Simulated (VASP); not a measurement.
Crystal: Mo.

```
CELL_PARAMETERS angstrom
-1.57342 1.57342 1.57342
1.57342 -1.57342 1.57342
1.57342 1.57342 -1.57342
ATOMIC_POSITIONS crystal
Mo 0.00000 0.00000 0.00000
```

| Quantity | Value |
| --- | --- |
| Program | VASP 6.6.1 |
| Task | relaxation of cell and atoms |
| Functional | LDA |
| Potentials or basis | VASP PAW LDA potentials, release 64 (Mo_sv) |
| Cutoff | 600 eV |
| k mesh | 16 × 16 × 16 |
| Occupations | methfessel-paxton, width 0.1 eV |
| Spin | no spin polarisation |

At the start: pressure -8.4 GPa; volume 15.58 Å³/atom.

Question: How do energy, volume and symmetry change on relaxing?

Answer: Over 4 steps the energy falls by 12.5 meV/atom and the volume is 15.12 Å³/atom (-3.0 %); space group Im-3m (No. 229, to 0.05 Å).

Step by step:
```csv
step,energy change (eV),largest force (eV/Å),pressure (GPa),volume (Å³)
1,0.0000,0.0000,-8.37,15.58
2,0.1053,0.0000,31.43,13.82
3,-0.0125,0.0000,-0.30,15.13
4,-0.0125,0.0000,-0.04,15.12
```

Final structure:
```
Mo
1.0
    -1.55760    1.55760    1.55760
     1.55760   -1.55760    1.55760
     1.55760    1.55760   -1.55760
Mo
1
Direct
  0.00000 0.00000 0.00000
```
